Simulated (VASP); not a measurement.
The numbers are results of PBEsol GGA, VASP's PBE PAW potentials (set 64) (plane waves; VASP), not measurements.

The input files of a VASP run:

**KPOINTS**
```
Automatic mesh
0
Gamma
9 9 9
0 0 0
```

### INCAR
```
# general
SYSTEM  = Zn3CdSe4
PREC    = Accurate
ENCUT   = 400   # plane-wave cut-off (eV)
LREAL   = .FALSE.
LASPH   = .TRUE.   # aspherical one-centre terms
NBANDS  = 129

# electronic loop
EDIFF   = 1E-7   # SCF stop (eV)
NELM    = 100
ALGO    = Normal
LMAXMIX = 4   # l cut-off of mixed one-centre charges

# smearing
ISMEAR  = 0   # Gaussian
SIGMA   = 0.01

# functional
GGA     = PS

# output
LWAVE   = .FALSE.
LCHARG  = .FALSE.
NEDOS   = 1001   # DOS grid

# other
LOPTICS = .TRUE.
CSHIFT  = 0.1
```

POSCAR:
```
Zn3CdSe4
1
    5.7482333135     0.0000000000    -0.0000000000
   -0.0000000000     5.7482333135     0.0000000000
    0.0000000000    -0.0000000000     5.7482333135
Zn Cd Se
3 1 4
Direct
  0.0000000000   0.5000000000   0.5000000000
  0.5000000000   0.0000000000   0.5000000000
  0.5000000000   0.5000000000   1.0000000000
  0.0000000000   0.0000000000   1.0000000000
  0.7385437102   0.7385437102   0.2614562898
  0.7385437102   0.2614562898   0.7385437102
  0.2614562898   0.2614562898   0.2614562898
  0.2614562898   0.7385437102   0.7385437102
```

POTCAR, in this order: Zn Cd Se (PBE.64 set). Program: vasp_std.

What VASP printed:

### OSZICAR
```
       N       E                     dE             d eps       ncg     rms          rms(c)
DAV:   1     0.528804260476E+03    0.52880E+03   -0.19366E+04  9110   0.503E+02
DAV:   2     0.478620266492E+02   -0.48094E+03   -0.42110E+03  9062   0.158E+02
DAV:   3    -0.253735049925E+02   -0.73236E+02   -0.69593E+02 10426   0.613E+01
DAV:   4    -0.276910774904E+02   -0.23176E+01   -0.23077E+01 10324   0.113E+01
DAV:   5    -0.276994815865E+02   -0.84041E-02   -0.84031E-02 10276   0.671E-01    0.109E+01
DAV:   6    -0.265039499492E+02    0.11955E+01   -0.55905E-01 12628   0.121E+01    0.800E+00
DAV:   7    -0.264047163508E+02    0.99234E-01   -0.28897E-01 10668   0.200E+00    0.378E+00
DAV:   8    -0.263968658549E+02    0.78505E-02   -0.32156E-02 10436   0.944E-01    0.573E-01
DAV:   9    -0.263959173588E+02    0.94850E-03   -0.48336E-03 10068   0.203E-01    0.186E-01
DAV:  10    -0.263960119778E+02   -0.94619E-04   -0.73396E-04 10180   0.660E-02    0.669E-02
DAV:  11    -0.263960478292E+02   -0.35851E-04   -0.43718E-05 10276   0.219E-02    0.403E-02
DAV:  12    -0.263960806605E+02   -0.32831E-04   -0.17519E-05  9852   0.109E-02    0.114E-02
DAV:  13    -0.263960822854E+02   -0.16249E-05   -0.18895E-06 10684   0.515E-03    0.396E-03
DAV:  14    -0.263960823638E+02   -0.78319E-07   -0.41569E-07  9828   0.157E-03
   1 F= -.26396082E+02 E0= -.26396082E+02  d E =-.404433E-11
 imaginary and real dielectric function
```

File OUTCAR:
```
------------------------ aborting loop because EDIFF is reached ----------------------------------------
  FORCE on cell =-STRESS in cart. coord.  units (eV):
  Direction    XX          YY          ZZ          XY          YZ          ZX
  --------------------------------------------------------------------------------------
  Total       -0.1149232     -0.1149232     -0.1149232      0.0000000      0.0000000      0.0000000
  in kB       -0.9694267     -0.9694267     -0.9694267      0.0000000      0.0000000      0.0000000
  external PRESSURE =      -0.9694267 kB  Pullay stress =       0.0000000 kB
  volume of cell :      189.93
      direct lattice vectors                 reciprocal lattice vectors
     5.748233314  0.000000000  0.000000000     0.173966495  0.000000000  0.000000000
     0.000000000  5.748233314  0.000000000     0.000000000  0.173966495  0.000000000
     0.000000000  0.000000000  5.748233314     0.000000000  0.000000000  0.173966495
 POSITION                                       TOTAL-FORCE (eV/Angst)
 -----------------------------------------------------------------------------------
      0.00000      2.87412      2.87412        -0.000000      0.000000     -0.000000
      2.87412      0.00000      2.87412        -0.000000      0.000000     -0.000000
      2.87412      2.87412      0.00000        -0.000000      0.000000     -0.000000
      0.00000      0.00000      0.00000        -0.000000      0.000000     -0.000000
      4.24532      4.24532      1.50291         0.000545      0.000545     -0.000545
      4.24532      1.50291      4.24532         0.000545     -0.000545      0.000545
      1.50291      1.50291      1.50291        -0.000545     -0.000545     -0.000545
      1.50291      4.24532      4.24532        -0.000545      0.000545      0.000545
 -----------------------------------------------------------------------------------
    total drift:                                0.000000      0.000000     -0.000000
  FREE ENERGIE OF THE ION-ELECTRON SYSTEM (eV)
  ---------------------------------------------------
  free  energy   TOTEN  =       -26.3960823638 eV

  energy  without entropy=      -26.3960823638  energy(sigma->0) =      -26.39608236

 plasma frequency squared (from intraband transitions) (eV^2)
  --------------------------------------------------------------------------------------
       0.000       0.000      -0.000
      -0.000       0.000      -0.000
       0.000       0.000       0.000

 plasma frequency squared (from interband transitions, int dw w eps(2)(w)) (eV^2)
  --------------------------------------------------------------------------------------
     298.236       0.000      -0.000       0.000      -0.000       0.000
      -0.000      -0.000     298.236       0.000       0.000      -0.000
      -0.000      -0.000       0.000       0.000     298.236       0.000
```
(Selected blocks of OUTCAR.)

The dielectric response may not be converged in the k-mesh; for small gaps it tends to come out too large.

The structure comes from a computed database's Zn3CdSe4 entry (P-43m); how it stands against other phases isn't given here. It was relaxed first.
